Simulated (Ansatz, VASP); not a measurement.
# C (Diamond) in two plane-wave programs, part 2 of 2

Wanted: the spread between two codes on one cell, functional and k mesh. The cell is taken from a series of runs on this material, whose earlier steps may have relaxed, scaled, displaced or heated it; both programs get it as it stands.

VASP 6.6.1 and Ansatz 0.2.0.

So far. Step 5 (VASP: single point, r2SCAN, pair 2): The run ends at a pressure of 32.04 GPa.

## 6. Ansatz: single point, r2SCAN, pair 2

Level of this step: Ansatz beside VASP: Kohn-Sham DFT, plane waves, r2SCAN (Ansatz).

The same cell, functional, mesh and smearing now go to Ansatz, which takes its cutoff from its data sets.

The cell is taken from a series of runs on this material, whose earlier steps may have relaxed, scaled, displaced or heated it; both programs get it as it stands.

The input, input.yaml:

```yaml
crystal:
  lattice:
    - [0.0, 1.7438048064, 1.7438048064]
    - [1.7438048064, 0.0, 1.7438048064]
    - [1.7438048064, 1.7438048064, 0.0]
  atoms:
    - { symbol: C, position: [0.5, 0.5, 0.5] }
    - { symbol: C, position: [0.75, 0.75, 0.75] }
kpoints:
  mp_grid: { grid: [8, 8, 8] }
hamiltonian:
  xc: r2scan
  pseudopotentials: { kind: paw, azcp: { folder: soft_1 } }
scf:
  occupations: { method: gaussian, width: 0.01 }
  n_extra_bands: 8
output:
  eigenvalues: true
  eigenstates:
    kpoints:
      - [0.0, 0.363753862, 0.363753862]
      - [0.0, 0.365974143, 0.365974143]
      - [0.002220281, 0.363753862, 0.365974143]
      - [0.002220281, 0.365974143, 0.363753862]
      - [0.001569976, 0.365323838, 0.366893814]
      - [-0.001569976, 0.365323838, 0.363753862]
      - [0.001569976, 0.366893814, 0.365323838]
      - [-0.001569976, 0.363753862, 0.365323838]
      - [0.003139952, 0.365323838, 0.365323838]
      - [0.0, 0.362183886, 0.365323838]
      - [0.00256376, 0.366317622, 0.366317622]
      - [0.0, 0.363753862, 0.366317622]
      - [0.0, 0.366317622, 0.363753862]
      - [0.00256376, 0.363753862, 0.363753862]
      - [0.0, 0.361533581, 0.361533581]
      - [-0.002220281, 0.363753862, 0.361533581]
      - [-0.002220281, 0.361533581, 0.363753862]
      - [-0.001569976, 0.362183886, 0.36061391]
      - [0.001569976, 0.362183886, 0.363753862]
      - [-0.001569976, 0.36061391, 0.362183886]
      - [0.001569976, 0.363753862, 0.362183886]
      - [-0.003139952, 0.362183886, 0.362183886]
      - [0.0, 0.365323838, 0.362183886]
      - [-0.00256376, 0.361190102, 0.361190102]
      - [0.0, 0.363753862, 0.361190102]
      - [0.0, 0.361190102, 0.363753862]
      - [-0.00256376, 0.363753862, 0.363753862]
      - [0.0, 0.372079917, 0.372079917]
      - [0.008326055, 0.363753862, 0.372079917]
      - [0.008326055, 0.372079917, 0.363753862]
      - [0.00588741, 0.369641272, 0.375528682]
      - [-0.00588741, 0.369641272, 0.363753862]
      - [0.00588741, 0.375528682, 0.369641272]
      - [-0.00588741, 0.363753862, 0.369641272]
      - [0.011774819, 0.369641272, 0.369641272]
      - [0.0, 0.357866452, 0.369641272]
      - [0.0096141, 0.373367962, 0.373367962]
      - [0.0, 0.363753862, 0.373367962]
      - [0.0, 0.373367962, 0.363753862]
      - [0.0096141, 0.363753862, 0.363753862]
      - [0.0, 0.355427808, 0.355427808]
      - [-0.008326055, 0.363753862, 0.355427808]
      - [-0.008326055, 0.355427808, 0.363753862]
      - [-0.00588741, 0.357866452, 0.351979043]
      - [0.00588741, 0.357866452, 0.363753862]
      - [-0.00588741, 0.351979043, 0.357866452]
      - [0.00588741, 0.363753862, 0.357866452]
      - [-0.011774819, 0.357866452, 0.357866452]
      - [0.0, 0.369641272, 0.357866452]
      - [-0.0096141, 0.354139762, 0.354139762]
      - [0.0, 0.363753862, 0.354139762]
      - [0.0, 0.354139762, 0.363753862]
      - [-0.0096141, 0.363753862, 0.363753862]
      - [0.0, 0.0, 0.0]
      - [0.0, 0.002220281, 0.002220281]
      - [0.002220281, 0.0, 0.002220281]
      - [0.002220281, 0.002220281, 0.0]
      - [0.001569976, 0.001569976, 0.003139952]
      - [-0.001569976, 0.001569976, 0.0]
      - [0.001569976, 0.003139952, 0.001569976]
      - [-0.001569976, 0.0, 0.001569976]
      - [0.003139952, 0.001569976, 0.001569976]
      - [0.0, -0.001569976, 0.001569976]
      - [0.00256376, 0.00256376, 0.00256376]
      - [0.0, 0.0, 0.00256376]
      - [0.0, 0.00256376, 0.0]
      - [0.00256376, 0.0, 0.0]
      - [0.0, -0.002220281, -0.002220281]
      - [-0.002220281, 0.0, -0.002220281]
      - [-0.002220281, -0.002220281, 0.0]
      - [-0.001569976, -0.001569976, -0.003139952]
      - [0.001569976, -0.001569976, 0.0]
      - [-0.001569976, -0.003139952, -0.001569976]
      - [0.001569976, 0.0, -0.001569976]
      - [-0.003139952, -0.001569976, -0.001569976]
      - [0.0, 0.001569976, -0.001569976]
      - [-0.00256376, -0.00256376, -0.00256376]
      - [0.0, 0.0, -0.00256376]
      - [0.0, -0.00256376, 0.0]
      - [-0.00256376, 0.0, 0.0]
      - [0.0, 0.008326055, 0.008326055]
      - [0.008326055, 0.0, 0.008326055]
      - [0.008326055, 0.008326055, 0.0]
      - [0.00588741, 0.00588741, 0.011774819]
      - [-0.00588741, 0.00588741, 0.0]
      - [0.00588741, 0.011774819, 0.00588741]
      - [-0.00588741, 0.0, 0.00588741]
      - [0.011774819, 0.00588741, 0.00588741]
      - [0.0, -0.00588741, 0.00588741]
      - [0.0096141, 0.0096141, 0.0096141]
      - [0.0, 0.0, 0.0096141]
      - [0.0, 0.0096141, 0.0]
      - [0.0096141, 0.0, 0.0]
      - [0.0, -0.008326055, -0.008326055]
      - [-0.008326055, 0.0, -0.008326055]
      - [-0.008326055, -0.008326055, 0.0]
      - [-0.00588741, -0.00588741, -0.011774819]
      - [0.00588741, -0.00588741, 0.0]
      - [-0.00588741, -0.011774819, -0.00588741]
      - [0.00588741, 0.0, -0.00588741]
      - [-0.011774819, -0.00588741, -0.00588741]
      - [0.0, 0.00588741, -0.00588741]
      - [-0.0096141, -0.0096141, -0.0096141]
      - [0.0, 0.0, -0.0096141]
      - [0.0, -0.0096141, 0.0]
      - [-0.0096141, 0.0, 0.0]
checkpoint:
  read: start.run
  write: ck
  compress: false
  write_wavefunctions: false
  write_every: 100000
```

The run is started by

```console
$ ansatz run input.yaml --threads 4 --pin off --max-ram 9216MiB --backend cpu --events-out ev --progress --plain --runs-dir out
```

Numbers of over 12 decimals in the logs are rounded to 6 here.

What it wrote:

```text
[...]
Crystal: 2 atoms, lattice volume = 10.605 Å³
Basis set: ecut = 500 eV, 283 PW (Γ), exchange–correlation on 72×72×72 points (64 copies of the dense FFT grid, shifted against one another)
Bands: 12, of which v1, the nominal top of the filled ones, is band 4 counted from 1 (3 counted from 0)
Symmetry: 48 space group operations
[...]
k-points: 29 of 512
[...]
Fermi energy:    16.828456 eV
[...]
--- Band table (eV; the first three rows and the last of 29) ---
  k-point 0: bands = [-9.0591, 14.5727, 14.5727, 14.5727, 20.6419, 20.6419, 20.6419, 29.9352, ... 4 higher]
  k-point 1: bands = [-8.5870, 11.8640, 13.8285, 13.8285, 21.6207, 21.6207, 22.1646, 30.2773, ... 4 higher]
  k-point 2: bands = [-7.1841, 7.2414, 12.5952, 12.5952, 23.1155, 23.1155, 23.7181, 31.1130, ... 4 higher]
  k-point 28: bands = [1.3816, 1.3816, 5.2586, 5.2586, 26.1636, 26.1636, 28.3869, 28.3869, ... 4 higher]
[key lines of the parts left out:]
SCF converged after 2 iterations
Free energy (F): -503.043332 eV
```

## 7. Comparison

The two programs side by side:

| quantity | Ansatz | VASP | difference |
| --- | --- | --- | --- |
| gap on the k mesh (eV) | 4.511 | 4.482 | +0.030 |

A gap on the mesh is an upper bound, since the band edges may lie between its points.

## 8. VASP: single point, r2SCAN, pair 3

With cell and atoms fixed, the geometry can't cause a difference; cores, projectors, grids and the points listed under the comparison can. The cell compared in this pair holds 10.27 Å³, against 10.61 Å³ for the pair before.

The input, INCAR:

```
SYSTEM = C
PREC = Accurate
ENCUT = 580
EDIFF = 1E-06
NELM = 120
ISMEAR = 0
SIGMA = 0.01
LREAL = .FALSE.
ALGO = Normal
METAGGA = R2SCAN
LASPH = .TRUE.
NBANDS = 10
LORBIT = 11
LWAVE = .FALSE.
LCHARG = .FALSE.
ISIF = 2
GGA_COMPAT = .FALSE.
EFERMI = MIDGAP
LMIXTAU = .TRUE.
```

The input, POSCAR:

```
C
1.0
    0.0000000000      1.7250527637      1.7250527637
    1.7250527637      0.0000000000      1.7250527637
    1.7250527637      1.7250527637      0.0000000000
C
2
Direct
    0.5000000000      0.5000000000      0.5000000000
    0.7500000000      0.7500000000      0.7500000000
```

The input, KPOINTS:

```
Automatic mesh
0
Gamma
8 8 8
0 0 0
```

Potentials, in the order of the species: C (PBE family, release 64).

The run is started by

```console
$ mpirun -np 1 vasp_std
```

What it wrote:

```text
[... set-up lines as in an earlier step ...]
 entering main loop
       N       E                     dE             d eps       ncg     rms          rms(c)
DAV:   1     0.195050449953E+01    0.19505E+01   -0.53031E+03   596   0.871E+02
DAV:   2    -0.215308192467E+02   -0.23481E+02   -0.22938E+02   796   0.149E+02
DAV:   3    -0.219288893123E+02   -0.39807E+00   -0.39728E+00   682   0.158E+01
DAV:   4    -0.219295944261E+02   -0.70511E-03   -0.70508E-03   654   0.783E-01
[...]
DAV:  12    -0.195027505184E+02   -0.18360E-02   -0.34748E-04   580   0.213E-01    0.367E-02
DAV:  13    -0.195027856851E+02   -0.35167E-04   -0.10261E-05   692   0.400E-02    0.206E-02
DAV:  14    -0.195027850769E+02    0.60823E-06   -0.30562E-07   386   0.721E-03
   1 F= -.19502785E+02 E0= -.19502785E+02  d E =0.000000E+00
```

From OUTCAR (step 8):

```text
  Total        3.2933341      3.2933341      3.2933341     -0.0000000     -0.0000000      0.0000000
  in kB      513.9362280    513.9362280    513.9362280     -0.0000000     -0.0000000      0.0000000
  external PRESSURE =     513.9362280 kB  Pullay stress =       0.0000000 kB

 POSITION                                       TOTAL-FORCE (eV/Angst)
 -----------------------------------------------------------------------------------
      1.72505      1.72505      1.72505         0.000000      0.000000     -0.000000
      2.58758      2.58758      2.58758        -0.000000     -0.000000      0.000000
 -----------------------------------------------------------------------------------
    total drift:                                0.000000     -0.000000      0.000000

  FREE ENERGIE OF THE ION-ELECTRON SYSTEM (eV)
  ---------------------------------------------------
  free  energy   TOTEN  =       -19.5027850769 eV

  energy  without entropy=      -19.5027850769  energy(sigma->0) =      -19.50278508

[... 1 part as in an earlier step ...]

[... 2 further parts left out ...]
[key lines of the parts left out:]
E-fermi :  13.4948
```

The run ends at a pressure of 51.39 GPa.

## 9. Ansatz: single point, r2SCAN, pair 3

The same cell, functional, mesh and smearing now go to Ansatz, which takes its cutoff from its data sets.

The cell is taken from a series of runs on this material, whose earlier steps may have relaxed, scaled, displaced or heated it; both programs get it as it stands.

The input, input.yaml:

```yaml
crystal:
  lattice:
    - [0.0, 1.7250527637, 1.7250527637]
    - [1.7250527637, 0.0, 1.7250527637]
    - [1.7250527637, 1.7250527637, 0.0]
  atoms:
    - { symbol: C, position: [0.5, 0.5, 0.5] }
    - { symbol: C, position: [0.75, 0.75, 0.75] }
kpoints:
  mp_grid: { grid: [8, 8, 8] }
hamiltonian:
  xc: r2scan
  pseudopotentials: { kind: paw, azcp: { folder: soft_1 } }
scf:
  occupations: { method: gaussian, width: 0.01 }
  n_extra_bands: 8
output:
  eigenvalues: true
  eigenstates:
    kpoints:
      - [0.0, 0.365208008, 0.365208008]
      - [0.0, 0.367404414, 0.367404414]
      - [0.002196405, 0.365208008, 0.367404414]
      - [0.002196405, 0.367404414, 0.365208008]
      - [0.001553093, 0.366761101, 0.368314195]
      - [-0.001553093, 0.366761101, 0.365208008]
      - [0.001553093, 0.368314195, 0.366761101]
      - [-0.001553093, 0.365208008, 0.366761101]
      - [0.003106186, 0.366761101, 0.366761101]
      - [0.0, 0.363654915, 0.366761101]
      - [0.00253619, 0.367744199, 0.367744199]
      - [0.0, 0.365208008, 0.367744199]
      - [0.0, 0.367744199, 0.365208008]
      - [0.00253619, 0.365208008, 0.365208008]
      - [0.0, 0.363011603, 0.363011603]
      - [-0.002196405, 0.365208008, 0.363011603]
      - [-0.002196405, 0.363011603, 0.365208008]
      - [-0.001553093, 0.363654915, 0.362101822]
      - [0.001553093, 0.363654915, 0.365208008]
      - [-0.001553093, 0.362101822, 0.363654915]
      - [0.001553093, 0.365208008, 0.363654915]
      - [-0.003106186, 0.363654915, 0.363654915]
      - [0.0, 0.366761101, 0.363654915]
      - [-0.00253619, 0.362671818, 0.362671818]
      - [0.0, 0.365208008, 0.362671818]
      - [0.0, 0.362671818, 0.365208008]
      - [-0.00253619, 0.365208008, 0.365208008]
      - [0.0, 0.373444528, 0.373444528]
      - [0.00823652, 0.365208008, 0.373444528]
      - [0.00823652, 0.373444528, 0.365208008]
      - [0.005824099, 0.371032108, 0.376856207]
      - [-0.005824099, 0.371032108, 0.365208008]
      - [0.005824099, 0.376856207, 0.371032108]
      - [-0.005824099, 0.365208008, 0.371032108]
      - [0.011648199, 0.371032108, 0.371032108]
      - [0.0, 0.359383909, 0.371032108]
      - [0.009510714, 0.374718723, 0.374718723]
      - [0.0, 0.365208008, 0.374718723]
      - [0.0, 0.374718723, 0.365208008]
      - [0.009510714, 0.365208008, 0.365208008]
      - [0.0, 0.356971488, 0.356971488]
      - [-0.00823652, 0.365208008, 0.356971488]
      - [-0.00823652, 0.356971488, 0.365208008]
      - [-0.005824099, 0.359383909, 0.35355981]
      - [0.005824099, 0.359383909, 0.365208008]
      - [-0.005824099, 0.35355981, 0.359383909]
      - [0.005824099, 0.365208008, 0.359383909]
      - [-0.011648199, 0.359383909, 0.359383909]
      - [0.0, 0.371032108, 0.359383909]
      - [-0.009510714, 0.355697294, 0.355697294]
      - [0.0, 0.365208008, 0.355697294]
      - [0.0, 0.355697294, 0.365208008]
      - [-0.009510714, 0.365208008, 0.365208008]
      - [0.0, 0.0, 0.0]
      - [0.0, 0.002196405, 0.002196405]
      - [0.002196405, 0.0, 0.002196405]
      - [0.002196405, 0.002196405, 0.0]
      - [0.001553093, 0.001553093, 0.003106186]
      - [-0.001553093, 0.001553093, 0.0]
      - [0.001553093, 0.003106186, 0.001553093]
      - [-0.001553093, 0.0, 0.001553093]
      - [0.003106186, 0.001553093, 0.001553093]
      - [0.0, -0.001553093, 0.001553093]
      - [0.00253619, 0.00253619, 0.00253619]
      - [0.0, 0.0, 0.00253619]
      - [0.0, 0.00253619, 0.0]
      - [0.00253619, 0.0, 0.0]
      - [0.0, -0.002196405, -0.002196405]
      - [-0.002196405, 0.0, -0.002196405]
      - [-0.002196405, -0.002196405, 0.0]
      - [-0.001553093, -0.001553093, -0.003106186]
      - [0.001553093, -0.001553093, 0.0]
      - [-0.001553093, -0.003106186, -0.001553093]
      - [0.001553093, 0.0, -0.001553093]
      - [-0.003106186, -0.001553093, -0.001553093]
      - [0.0, 0.001553093, -0.001553093]
      - [-0.00253619, -0.00253619, -0.00253619]
      - [0.0, 0.0, -0.00253619]
      - [0.0, -0.00253619, 0.0]
      - [-0.00253619, 0.0, 0.0]
      - [0.0, 0.00823652, 0.00823652]
      - [0.00823652, 0.0, 0.00823652]
      - [0.00823652, 0.00823652, 0.0]
      - [0.005824099, 0.005824099, 0.011648199]
      - [-0.005824099, 0.005824099, 0.0]
      - [0.005824099, 0.011648199, 0.005824099]
      - [-0.005824099, 0.0, 0.005824099]
      - [0.011648199, 0.005824099, 0.005824099]
      - [0.0, -0.005824099, 0.005824099]
      - [0.009510714, 0.009510714, 0.009510714]
      - [0.0, 0.0, 0.009510714]
      - [0.0, 0.009510714, 0.0]
      - [0.009510714, 0.0, 0.0]
      - [0.0, -0.00823652, -0.00823652]
      - [-0.00823652, 0.0, -0.00823652]
      - [-0.00823652, -0.00823652, 0.0]
      - [-0.005824099, -0.005824099, -0.011648199]
      - [0.005824099, -0.005824099, 0.0]
      - [-0.005824099, -0.011648199, -0.005824099]
      - [0.005824099, 0.0, -0.005824099]
      - [-0.011648199, -0.005824099, -0.005824099]
      - [0.0, 0.005824099, -0.005824099]
      - [-0.009510714, -0.009510714, -0.009510714]
      - [0.0, 0.0, -0.009510714]
      - [0.0, -0.009510714, 0.0]
      - [-0.009510714, 0.0, 0.0]
checkpoint:
  read: start.run
  write: ck
  compress: false
  write_wavefunctions: false
  write_every: 100000
```

The run is started by

```console
$ ansatz run input.yaml --threads 4 --pin off --max-ram 9216MiB --backend cpu --events-out ev --progress --plain --runs-dir out
```

What it wrote:

```text
[...]
Crystal: 2 atoms, lattice volume = 10.267 Å³
Basis set: ecut = 500 eV, 259 PW (Γ), exchange–correlation on 72×72×72 points (64 copies of the dense FFT grid, shifted against one another)
Bands: 12, of which v1, the nominal top of the filled ones, is band 4 counted from 1 (3 counted from 0)
Symmetry: 48 space group operations
[...]
k-points: 29 of 512
[...]
Fermi energy:    17.495657 eV
[...]
--- Band table (eV; the first three rows and the last of 29) ---
  k-point 0: bands = [-8.9056, 15.2008, 15.2008, 15.2008, 21.3627, 21.3627, 21.3627, 31.3750, ... 4 higher]
  k-point 1: bands = [-8.4233, 12.4238, 14.4308, 14.4308, 22.3745, 22.3745, 22.9705, 31.6502, ... 4 higher]
  k-point 2: bands = [-6.9890, 7.6985, 13.1609, 13.1609, 23.9045, 23.9045, 24.6700, 32.3006, ... 4 higher]
  k-point 28: bands = [1.8152, 1.8152, 5.5778, 5.5778, 26.9469, 26.9469, 29.4683, 29.4683, ... 4 higher]
[key lines of the parts left out:]
SCF converged after 2 iterations
Free energy (F): -502.957697 eV
```

## 10. Comparison

Compared:

| quantity | Ansatz | VASP | difference |
| --- | --- | --- | --- |
| gap on the k mesh (eV) | 4.590 | 4.558 | +0.031 |

A gap on the mesh is an upper bound, since the band edges may lie between its points.

## 11. What came out

| Item | Value |
| --- | --- |
| difference in gap on the k mesh (single point, r2SCAN, pair 1) | 0.029 eV |
| difference in gap on the k mesh (single point, r2SCAN, pair 2) | 0.030 eV |
| difference in gap on the k mesh (single point, r2SCAN, pair 3) | 0.031 eV |

In words: The difference in gap on the k mesh is 0.031 eV (single point, r2SCAN, pair 3), within the 0.08 eV picked in this series as the mark of a large difference. 5 further pairs of this series are not shown here. How closely two codes agree says nothing of how well the functional describes the real material.

[Lines on the potential files, build, host, timing and source positions are cut from VASP's logs without a mark.]

[Logs are printed without paths, hosts, clocks, repeated set-up lines and the standing remarks that a program may print on its own settings, such as how far it seeks lower states.]

[Hosts, paths, dates, database ids (printed as entryN), source tags and the programs' standing remarks are cut or masked in the printed files.]
